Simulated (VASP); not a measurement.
# A VASP study of La2ZnIrO6 (LDA): structure first, properties next, part 2 of 7

Wanted: the relaxed cell of La2ZnIrO6 and its properties. The start is a computed cell from the Materials Project.

VASP 6.6.1, plane waves and PAW; the level of theory is named at each step.

So far: Starting point; Full relaxation (LDA).

## Step 2: Full relaxation (LDA) (continued)

Level of this step: LDA, no spin polarisation; plane waves and PAW (La, Zn, Ir, O) (VASP).

From OUTCAR (step 2):

```text
ion  position               nearest neighbor table
   1  0.734  0.560  0.249-  11 2.40  14 2.42  20 2.43  12 2.48  19 2.65  13 2.65  16 2.79  18 2.81
                             6 3.24   8 3.25   7 3.38   7 3.51
   2  0.266  0.060  0.251-  12 2.40  13 2.42  19 2.43  11 2.48  20 2.65  14 2.65  15 2.79  17 2.81
                             5 3.24   7 3.25   8 3.38   8 3.51
   3  0.734  0.940  0.749-  10 2.40  15 2.42  17 2.43   9 2.48  18 2.65  16 2.65  13 2.79  19 2.81
                             5 3.24   7 3.25   8 3.38   8 3.51
   4  0.266  0.440  0.751-   9 2.40  16 2.42  18 2.43  10 2.48  17 2.65  15 2.65  14 2.79  20 2.81
                             6 3.24   8 3.25   7 3.38   7 3.51
   5  0.500  0.500  0.500-   9 2.10  11 2.10  13 2.13  15 2.13  18 2.16  20 2.16   2 3.24   3 3.24

  LATTYP: Found a simple monoclinic cell.
 ALAT       =     5.5901620000
 B/A-ratio  =     1.0416252695
 C/A-ratio  =     1.4258178794
 COS(beta)  =    -0.0016559704

 Subroutine GETGRP returns: Found  4 space group operations
 (whereof  2 operations were pure point group operations)

The static configuration has the point symmetry S_2 .
 The point group associated with its full space group is C_2h.

 Found     42 irreducible k-points:

   k-points           NKPTS =     42   k-points in BZ     NKDIM =     42   number of bands    NBANDS=     99

   dimension x,y,z NGX =    42 NGY =   48 NGZ =   72
   dimension x,y,z NGXF=    84 NGYF=   96 NGZF=  144

   ENCUT  =  520.0 eV  38.22 Ry    6.18 a.u.  10.39 10.83 18.09*2*pi/ulx,y,z

   NELECT =     158.0000    total number of electrons

 k-points in reciprocal lattice and weights: Automatic mesh
   0.00000000  0.00000000  0.00000000       0.008
   0.16666667  0.00000000  0.00000000       0.017
   0.33333333  0.00000000  0.00000000       0.017
   0.50000000  0.00000000  0.00000000       0.008
   0.00000000  0.20000000  0.00000000       0.017
   0.16666667  0.20000000  0.00000000       0.033
   0.33333333  0.20000000  0.00000000       0.033
   0.50000000  0.20000000  0.00000000       0.017
   0.00000000  0.40000000  0.00000000       0.017
[...]
0.33333333  0.40000000  0.50000000       0.033
   0.50000000  0.40000000  0.50000000       0.017

 average (electrostatic) potential at core
       1 -94.9562       2 -94.9562       3 -94.9562       4 -94.9562       5 -31.7414
       6 -31.7414       7 -51.8520       8 -51.8520       9 -68.8147      10 -68.8147
      11 -68.8147      12 -68.8147      13 -68.7128      14 -68.7128      15 -68.7128
      16 -68.7128      17 -68.7253      18 -68.7253      19 -68.7253      20 -68.7253

 E-fermi :   7.3184

 k-point     1 :       0.0000    0.0000    0.0000
  band No.  band energies     occupation
    ...
     75       6.6657      2.00000
     76       7.0057      2.00000
     77       7.0740      2.00000
     78       7.2550      1.92694
     79       7.3155      1.06619
     80       7.4985      0.00000
     81       9.5666      0.00000
     82      10.5532      0.00000
     83      10.7193      0.00000
     84      10.7795      0.00000
    ...

 k-point     2 :       0.1667    0.0000    0.0000
  band No.  band energies     occupation
    ...
     75       6.7289      2.00000
     76       7.0083      2.00000
     77       7.0376      2.00000
     78       7.2542      1.93057
     79       7.2991      1.41576
     80       7.4578      0.00008
     81       9.7082      0.00000
     82      10.5684      0.00000
     83      10.6409      0.00000
     84      10.6648      0.00000
    ...

 k-point     3 :       0.3333    0.0000    0.0000
  band No.  band energies     occupation
    ...
     75       6.8005      2.00000
     76       6.8581      2.00000
     77       6.9903      2.00000
     78       7.1756      1.99995
     79       7.2528      1.93650
     80       7.4295      0.00168
     81      10.0649      0.00000
     82      10.4012      0.00000
     83      10.4452      0.00000
     84      10.5433      0.00000
    ...

  Total        0.0333982      0.0225132      0.0298308      0.0000000      0.0000000      0.0088735
  in kB        0.2211972      0.1491058      0.1975699      0.0000000      0.0000000      0.0587695
  external PRESSURE =       0.1892910 kB  Pullay stress =       0.0000000 kB

  energy-cutoff  :      520.00
  volume of cell :      241.91
      direct lattice vectors                 reciprocal lattice vectors
     5.460128663  0.000000000 -0.001290337     0.183176131  0.000000000  0.128062190
     0.000000000  5.685317216  0.000000000     0.000000000  0.175891681  0.000000000
    -5.449044629  0.000000000  7.794142125     0.000030325  0.000000000  0.128322685

 POSITION                                       TOTAL-FORCE (eV/Angst)
 -----------------------------------------------------------------------------------
      2.65273      3.17503      1.94202         0.006870     -0.001850     -0.003983
      0.08287      0.33237      1.95376        -0.006870     -0.001850      0.003983
     -0.07179      5.35294      5.83909         0.006870      0.001850     -0.003983
     -2.64165      2.51029      5.85083        -0.006870      0.001850      0.003983
      0.00554      2.84266      3.89643         0.000000      0.000000      0.000000
     -2.71898      0.00000      7.79350         0.000000      0.000000      0.000000
     -5.44904      2.84266      7.79414         0.000000      0.000000      0.000000
     -2.72452      0.00000      3.89707         0.000000      0.000000      0.000000
      0.49479      2.96412      5.85820         0.003378     -0.007399     -0.000591
     -3.20823      0.12146      5.83172        -0.003378     -0.007399      0.000591
     -0.48371      2.72120      1.93465        -0.003378      0.007399      0.000591
      3.21931      5.56386      1.96113         0.003378      0.007399     -0.000591
      1.11037      4.54494      3.53204         0.006914      0.005806      0.004176
      1.62524      1.70228      0.36374        -0.006914      0.005806     -0.004176
     -1.09928      1.14037      4.26081        -0.006914     -0.005806     -0.004176
     -1.61416      3.98303      7.42911         0.006914     -0.005806      0.004176
     -1.04605      1.17982      7.41844        -0.001920      0.005013      0.006756
     -1.66739      4.02248      4.27148         0.001920      0.005013     -0.006756
      1.05713      4.50549      0.37441         0.001920     -0.005013     -0.006756
      1.67847      1.66283      3.52137        -0.001920     -0.005013      0.006756
 -----------------------------------------------------------------------------------
    total drift:                                0.000000      0.000000     -0.000000

  FREE ENERGIE OF THE ION-ELECTRON SYSTEM (eV)
  ---------------------------------------------------
  free  energy   TOTEN  =      -162.0185975941 eV

  energy  without entropy=     -161.9961272514  energy(sigma->0) =     -162.00736242

 reached required accuracy - stopping structural energy minimisation

 total charge
# of ion       s       p       d       f       tot
--------------------------------------------------
    1        2.033   5.697   0.638   0.263   8.630
    2        2.033   5.697   0.638   0.263   8.630
    3        2.033   5.697   0.638   0.263   8.630
    4        2.033   5.697   0.638   0.263   8.630
    5        0.429   0.483   9.933   0.000  10.845
    6        0.429   0.483   9.933   0.000  10.845
    7        0.624   0.850   6.947   0.000   8.421
    8        0.624   0.850   6.947   0.000   8.421
    9        1.549   3.453   0.000   0.000   5.003
   10        1.549   3.453   0.000   0.000   5.003
   11        1.549   3.453   0.000   0.000   5.003
   12        1.549   3.453   0.000   0.000   5.003
   13        1.548   3.439   0.000   0.000   4.987
   14        1.548   3.439   0.000   0.000   4.987
   15        1.548   3.439   0.000   0.000   4.987
   16        1.548   3.439   0.000   0.000   4.987
   17        1.548   3.440   0.000   0.000   4.987
   18        1.548   3.440   0.000   0.000   4.987
   19        1.548   3.440   0.000   0.000   4.987
   20        1.548   3.440   0.000   0.000   4.987
--------------------------------------------------
tot         28.815  66.782  36.311   1.052 132.959

[... 3 further parts left out ...]
```

This run has no spin polarisation, although Ir can carry a moment. The run keeps the 4 symmetry operations of its start, so it cannot find a distortion of lower symmetry.

The steps of the relaxation:

| step | energy less that of the first step (eV) | largest force (eV/Å) | pressure (GPa) | volume (Å³) |
| --- | --- | --- | --- | --- |
| 1 | 0.0000 | 0.2225 | -11.42 | 259.45 |
| 2 | 0.3860 | 1.1919 | 16.87 | 226.26 |
| 3 | -0.5911 | 0.3256 | -0.80 | 244.65 |
| 4 | -0.5927 | 0.3546 | -0.15 | 243.88 |
| 5 | -0.6318 | 0.1661 | 0.01 | 242.76 |
| 6 | -0.6342 | 0.1686 | 0.09 | 242.39 |
| 7 | -0.6455 | 0.1239 | 0.01 | 242.36 |
| 8 | -0.6539 | 0.0503 | -0.12 | 242.31 |
| 9 | -0.6539 | 0.0508 | -0.15 | 242.31 |
| 10 | -0.6554 | 0.0456 | 0.32 | 241.78 |
| 11 | -0.6554 | 0.0461 | 0.34 | 241.77 |
| 12 | -0.6564 | 0.0391 | 0.19 | 241.88 |
| 13 | -0.6574 | 0.0493 | -0.03 | 242.06 |
| 14 | -0.6576 | 0.0543 | -0.10 | 242.15 |
| 15 | -0.6582 | 0.0318 | -0.02 | 242.06 |
| 16 | -0.6585 | 0.0154 | 0.03 | 241.96 |
| 17 | -0.6584 | 0.0366 | 0.16 | 241.76 |
| 18 | -0.6586 | 0.0171 | 0.01 | 241.89 |
| 19 | -0.6586 | 0.0188 | 0.05 | 241.84 |
| 20 | -0.6586 | 0.0181 | 0.02 | 241.87 |
| 21 | -0.6586 | 0.0178 | 0.03 | 241.88 |
| 22 | -0.6587 | 0.0099 | 0.02 | 241.91 |

| cell as run | before | after | change |
| --- | --- | --- | --- |
| a (Å) | 5.590 | 5.460 | -2.3 % |
| b (Å) | 5.823 | 5.685 | -2.4 % |
| c (Å) | 9.728 | 9.510 | -2.2 % |
| volume (Å³/atom) | 12.97 | 12.10 | -6.8 % |

The atoms that moved most (Å, as changes of fractional coordinates times the final cell):

| atom | dx | dy | dz | length |
| --- | --- | --- | --- | --- |
| O11 | 0.037 | 0.038 | 0.013 | 0.055 |
| O10 | 0.037 | -0.038 | 0.013 | 0.055 |
| O12 | -0.037 | 0.038 | -0.013 | 0.055 |
| O9 | -0.037 | -0.038 | -0.013 | 0.055 |
| O20 | -0.018 | 0.008 | 0.030 | 0.036 |
| O17 | -0.018 | -0.008 | 0.030 | 0.036 |
| O19 | 0.018 | 0.008 | -0.030 | 0.036 |
| O18 | 0.018 | -0.008 | -0.030 | 0.036 |

Final coordinates:

```xyz
20
Lattice="5.4601 0.0000 -0.0013 0.0000 5.6853 0.0000 -5.4490 0.0000 7.7941" Properties=species:S:1:pos:R:3 pbc="T T T"
La    2.6527    3.1750    1.9420
La    0.0829    0.3324    1.9538
La   -0.0718    5.3529    5.8391
La   -2.6416    2.5103    5.8508
Zn    0.0055    2.8427    3.8964
Zn    2.7301    0.0000   -0.0006
Ir    0.0000    2.8427    0.0000
Ir   -2.7245    0.0000    3.8971
O     0.4948    2.9641    5.8582
O    -3.2082    0.1215    5.8317
O    -0.4837    2.7212    1.9347
O     3.2193    5.5639    1.9611
O     1.1104    4.5449    3.5320
O     1.6252    1.7023    0.3637
O    -1.0993    1.1404    4.2608
O    -1.6142    3.9830    7.4291
O    -1.0461    1.1798    7.4184
O    -1.6674    4.0225    4.2715
O     1.0571    4.5055    0.3744
O     1.6785    1.6628    3.5214
```

Numbers from this step:

```yaml
electrons: 158
bands: 99
irreducible_k_points: 42
symmetry_operations: 4
free_energy_toten: -162.0186 eV
energy_at_zero_smearing: -162.0074 eV
fermi_energy: 7.318 eV
pressure: 0.01893 GPa
metallic_judged_on_the_points_sampled: yes
scf_cycles_over_all_ionic_steps: 223
```

It ends with a largest force of 0.010 eV/Å and a pressure of 0.02 GPa.

(Continued in part 3 of 7.)

[Lines on the potential files, build, host, timing and source positions are cut from VASP's logs without a mark.]

[Logs are printed without paths, hosts, clocks, repeated set-up lines and the standing remarks that a program may print on its own settings, such as how far it seeks lower states.]

[Hosts, paths, dates, database ids (printed as entryN), source tags and the programs' standing remarks are cut or masked in the printed files.]

[A measured line is paired with the nearest computed mode of its activity, which favours agreement.]

[In band tables of VASP the shares of atoms and orbitals are scaled to a sum of 1 inside the atoms' spheres.]
